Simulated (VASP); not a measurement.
```xyz
2
Lattice="0.0000 2.2869 2.2869 2.2869 0.0000 2.2869 2.2869 2.2869 0.0000" Properties=species:S:1:pos:R:3 pbc="T T T"
B      0.0000     0.0000     0.0000
As     2.2869     2.2869     2.2869
```

Level of theory: PBEsol GGA, VASP's PBE PAW potentials (set 64) (plane waves; VASP). Settings: 520 eV cut-off, Gaussian smearing of 0.050 eV, potentials B As.

### Question
Give the energies of bands 2 to 7 at the high-symmetry points, in eV from the Fermi level.

### Answer

| band | Γ | X | U | L | W |
|---|---|---|---|---|---|
| 2 | -0.03 | -8.16 | -7.65 | -9.91 | -7.01 |
| 3 | -0.03 | -3.86 | -7.35 | 1.03 | -6.58 |
| 4 | -0.03 | -3.86 | -2.95 | 1.03 | -6.58 |
| 5 | 3.84 | -3.31 | -0.55 | 1.33 | 3.13 |
| 6 | 7.82 | 3.49 | 7.18 | 1.33 | 4.43 |
| 7 | 7.82 | 10.82 | 7.53 | 4.23 | 9.32 |

It has no gap at this level: it comes out as a metal or semimetal.

The structure was generated: BAs was put into the rock salt type (Fm-3m), which need not be its known phase. It was relaxed first, which changed the volume by +13 %.
